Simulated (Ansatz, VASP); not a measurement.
# Ge (Germanium) in two plane-wave programs, part 3 of 3

Aim: how closely do two programs agree when they are given the same cell, functional and k mesh? The cell is taken from a series of runs on this material, whose earlier steps may have relaxed, scaled, displaced or heated it; both programs get it as it stands.

VASP 6.6.1 and Ansatz 0.2.0.

So far: Starting point; Ansatz: zone-centre phonons, PBEsol; VASP: zone-centre phonons, PBEsol.

## 3. VASP: zone-centre phonons, PBEsol (continued)

Level of this step: PBEsol; plane waves and PAW (Ge_d) (VASP).

Numbers of over 12 decimals in the logs are rounded to 6 here.

From OUTCAR (step 3):

```text
ion  position               nearest neighbor table
   1  0.500  0.500  0.500-   2 2.48   2 2.48   2 2.48   2 2.48
   2  0.750  0.750  0.750-   1 2.48   1 2.48   1 2.48   1 2.48

  LATTYP: Found a body centered tetragonal cell.
 ALAT       =     4.0934803034
 C/A-ratio  =     1.3652554420

 Subroutine GETGRP returns: Found  4 space group operations
 (whereof  2 operations were pure point group operations)

The static configuration has the point symmetry C_1h.
 The point group associated with its full space group is C_2h.

   k-points           NKPTS =   1728   k-points in BZ     NKDIM =   1728   number of bands    NBANDS=     20

   dimension x,y,z NGX =    30 NGY =   30 NGZ =   30
   dimension x,y,z NGXF=    60 NGYF=   60 NGZF=   60

   ENCUT  =  500.0 eV  36.75 Ry    6.06 a.u.   7.34  7.34  7.46*2*pi/ulx,y,z

   NELECT =      28.0000    total number of electrons

 k-points in reciprocal lattice and weights: Points of the shifted mesh
   0.04166667  0.04166667  0.04166667       0.001
   0.04166667  0.04166667  0.12500000       0.001
   0.04166667  0.04166667  0.20833333       0.001
   0.04166667  0.04166667  0.29166667       0.001
   0.04166667  0.04166667  0.37500000       0.001
   0.04166667  0.04166667  0.45833333       0.001
   0.04166667  0.04166667  0.54166667       0.001
   0.04166667  0.04166667  0.62500000       0.001
   0.04166667  0.04166667  0.70833333       0.001
[...]
0.95833333  0.95833333  0.87500000       0.001
   0.95833333  0.95833333  0.95833333       0.001

 average (electrostatic) potential at core
       1 -74.4565       2 -74.4565

  Total       -0.7126660     -0.7126660     -0.0401667     -0.0133015     -0.0064373     -0.0064373
  in kB      -24.3856648    -24.3856648     -1.3744042     -0.4551456     -0.2202689     -0.2202668
  external PRESSURE =     -16.7152446 kB  Pullay stress =       0.0000000 kB

  energy-cutoff  :      500.00
  volume of cell :       46.82
      direct lattice vectors                 reciprocal lattice vectors
     0.000000000  2.894527681  2.794323131    -0.172739754  0.172739754  0.178934209
     2.894527681  0.000000000  2.794323131     0.172739754 -0.172739754  0.178934209
     2.894527681  2.894527681  0.000000000     0.172739754  0.172739754 -0.178934209

 POSITION                                       TOTAL-FORCE (eV/Angst)
 -----------------------------------------------------------------------------------
      2.89443      2.89443      2.79390        -0.000188     -0.000188      0.000276
      4.34189      4.34189      4.19191         0.000188      0.000188     -0.000276
 -----------------------------------------------------------------------------------
    total drift:                               -0.000000      0.000000      0.000000

 Eigenvectors and eigenvalues of the dynamical matrix
 ----------------------------------------------------

   1 f  =    8.417610 THz    52.889402 2PiTHz  280.781236 cm-1    34.812421 meV
             X         Y         Z           dx          dy          dz
      2.894430  2.894430  2.793897     0.439987    0.439987    0.335890
      4.341889  4.341889  4.191911    -0.439987   -0.439987   -0.335890

   2 f  =    8.319409 THz    52.272391 2PiTHz  277.505630 cm-1    34.406298 meV
             X         Y         Z           dx          dy          dz
      2.894430  2.894430  2.793897     0.500000   -0.500000   -0.000000
      4.341889  4.341889  4.191911    -0.500000    0.500000    0.000000

   3 f  =    8.190824 THz    51.464462 2PiTHz  273.216465 cm-1    33.874509 meV
             X         Y         Z           dx          dy          dz
      2.894430  2.894430  2.793897     0.237510    0.237510   -0.622236
      4.341889  4.341889  4.191911    -0.237510   -0.237510    0.622236

   4 f/i=    0.000000 THz     0.000000 2PiTHz    0.000002 cm-1     0.000000 meV
             X         Y         Z           dx          dy          dz
      2.894430  2.894430  2.793897    -0.687742    0.164351   -0.000609
      4.341889  4.341889  4.191911    -0.687742    0.164351   -0.000609

   5 f/i=    0.000000 THz     0.000001 2PiTHz    0.000003 cm-1     0.000000 meV
             X         Y         Z           dx          dy          dz
      2.894430  2.894430  2.793897     0.164352    0.687734   -0.003237
      4.341889  4.341889  4.191911     0.164352    0.687734   -0.003237

   6 f/i=    0.000000 THz     0.000001 2PiTHz    0.000006 cm-1     0.000001 meV
             X         Y         Z           dx          dy          dz
      2.894430  2.894430  2.793897     0.000160    0.003289    0.707099
      4.341889  4.341889  4.191911     0.000160    0.003289    0.707099

 ELASTIC MODULI CONTR FROM IONIC RELAXATION (kBar)
 Direction    XX          YY          ZZ          XY          YZ          ZX
 --------------------------------------------------------------------------------
 XX          -0.8926     -0.7506     -0.0376     12.3978     -6.8463      1.2772
 YY          -0.7506     -0.8926     -0.0376     13.3705     -2.1305     -4.4181
 ZZ          -0.0376     -0.0376     -0.0170      1.2801      0.8956      0.9575
 XY          12.3978     13.3705      1.2801   -236.6108      4.4576     -2.4215
 YZ          -6.8463     -2.1305      0.8956      4.4576   -182.1258     11.7789
 ZX           1.2772     -4.4181      0.9575     -2.4215     11.7789   -186.5322
 --------------------------------------------------------------------------------
```

## 4. Differences

Known differences besides the potentials themselves: the cutoff is 420 eV in Ansatz and 500 eV in VASP; Ansatz makes its cores anew for this functional, VASP keeps those of its PBE data sets. Total energies have different zeros and are not compared.

Both answers:

| quantity | Ansatz | VASP | difference |
| --- | --- | --- | --- |
| optical mode 1 (cm⁻¹) | 273.9 | 273.2 | +0.25 % |
| optical mode 2 (cm⁻¹) | 277.3 | 277.5 | -0.07 % |
| optical mode 3 (cm⁻¹) | 280.8 | 280.8 | +0.00 % |

Modes are paired by rising frequency, not by their patterns, so a pair may set unlike modes beside each other; they are those without the splitting of longitudinal modes.

## 5. What came out

```json
{
 "r.m.s. difference of the optical zone-centre modes, each program's sorted by frequency (zone-centre phonons, PBEsol)": "0.40 cm⁻¹"
}
```

The r.m.s. difference of the optical zone-centre modes, each program's sorted by frequency is 0.40 cm⁻¹ (zone-centre phonons, PBEsol). Such differences can come from data sets, numerical settings and the points named under the comparisons, not from the functional's error against experiment.

[Lines on the potential files, build, host, timing and source positions are cut from VASP's logs without a mark.]

[Logs are printed without paths, hosts, clocks, repeated set-up lines and the standing remarks that a program may print on its own settings, such as how far it seeks lower states.]

[Hosts, paths, dates, database ids (printed as entryN), source tags and the programs' standing remarks are cut or masked in the printed files.]
